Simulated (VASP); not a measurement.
An input for Ansatz (written as the equivalent of a VASP run, and not itself run):

Ansatz 0.2 input:
```yaml
crystal:
  lattice:
    - [-0.3089490, 4.0034878, 4.0868087]
    - [4.0034878, -0.3089490, 4.0868087]
    - [1.8472694, 1.8472694, 0.0000000]
  atoms:
    - { symbol: Si, position: [0.9601537, 0.9601537, 0.0796926] }
    - { symbol: Si, position: [0.1648463, 0.1648463, 0.1703074] }
    - { symbol: C, position: [0.9919273, 0.5243830, 0.9836897] }
    - { symbol: C, position: [0.1330727, 0.6006170, 0.2663103] }
    - { symbol: C, position: [0.5243830, 0.9919273, 0.9836897] }
    - { symbol: C, position: [0.6006170, 0.1330727, 0.2663103] }
    - { symbol: C, position: [0.5024369, 0.5024369, 0.9951262] }
    - { symbol: C, position: [0.6225631, 0.6225631, 0.2548738] }
kpoints:
  mp_grid: { grid: [6, 6, 12] }
hamiltonian:
  xc: pbesol
  pseudopotentials: { kind: paw }
scf:
  occupations: { method: methfessel_paxton, width: 0.1 }
  max_iter: 100
relax:
  max_steps: 60
  f_tol: 0.02
  cell: {}
output: { forces: true, stress: true, eigenvalues: true }
```

Problem. Translate this input to VASP (INCAR, KPOINTS, POSCAR, choice of POTCAR).

Solution. One answer among several that fit: 
### INCAR
```
! general
SYSTEM = C6Si2
PREC   = Accurate
ENCUT  = 520
LREAL  = .FALSE.   ! projection in real space or not
LASPH  = .TRUE.   ! aspherical one-centre terms

! electronic loop
EDIFF  = 1E-6
NELM   = 100   ! most electronic steps
ALGO   = Normal   ! blocked Davidson

! smearing
ISMEAR = 1   ! Methfessel-Paxton
SIGMA  = 0.1

! functional
GGA    = PS   ! PBEsol

! ions
IBRION = 2   ! conjugate gradients
NSW    = 60   ! most ionic steps
ISIF   = 3
EDIFFG = -0.02

! output
LWAVE  = .FALSE.
LCHARG = .FALSE.
```

**KPOINTS**
```
Automatic mesh
0
Gamma
6 6 12
0 0 0
```

### POSCAR
```
C6Si2
1
   -0.3089489984     4.0034878082     4.0868087371
    4.0034878082    -0.3089489984     4.0868087371
    1.8472694049     1.8472694049    -0.0000000000
Si C
2 6
Direct
  0.9601537088   0.9601537088   0.0796925824
  0.1648462912   0.1648462912   0.1703074176
  0.9919273102   0.5243829665   0.9836897233
  0.1330726898   0.6006170335   0.2663102767
  0.5243829665   0.9919273102   0.9836897233
  0.6006170335   0.1330726898   0.2663102767
  0.5024368998   0.5024368998   0.9951262005
  0.6225631002   0.6225631002   0.2548737995
```

POTCAR, in this order: Si C (PBE.64 set). Program: vasp_std.

The two are equivalent in intent, not identical: each code has its own PAW files, so the cut-off isn't converted (ENCUT is set for VASP's; basis.ecutwfc is left out, and Ansatz then takes the one that its files recommend); Ansatz stops its SCF on the density residual and VASP on the energy change (EDIFF).

The structure was generated: C6Si2 was put into an ordered model structure (Cmcm), which need not be its known phase. This run relaxes it. Symmetry was kept, so distortions that lower it aren't found. The start is the result of an earlier pass.
